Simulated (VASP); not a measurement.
Energy against volume of TiN (rock salt). Calculation: LDA (Ceperley-Alder, Perdew-Zunger), VASP's LDA PAW potentials (set 64) (plane waves; VASP).

```csv
V (Å³/atom),E (eV/atom)
8.558,-10.79949
8.831,-10.82738
9.105,-10.83620
9.378,-10.82874
9.651,-10.80735
```

### Question
Fit a third-order Birch-Murnaghan equation of state.

### Answer

```json
{
 "volume_per_atom": "9.11 Å³/atom",
 "bulk_modulus": "317 GPa",
 "pressure_derivative_of_the_bulk_modulus": "4.23",
 "lattice_constant_a": "7.893 bohr"
}
```

Measured: bulk modulus 288 GPa (computed value off by +10.1 %), as given by V. Krasnenko et al., Solid State Sciences (2013), arXiv:1306.3139; a 4.239 Å (computed value off by -1.5 %), as given by Guo-Xu Zhang et al., New Journal of Physics (2018), doi:10.1088/1367-2630/aac7f0. The calculation is for a static lattice, while the measured bulk modulus, a hold thermal and zero-point effects, which are part of the difference.

The compound is TiN in the rock salt structure. It was relaxed first.
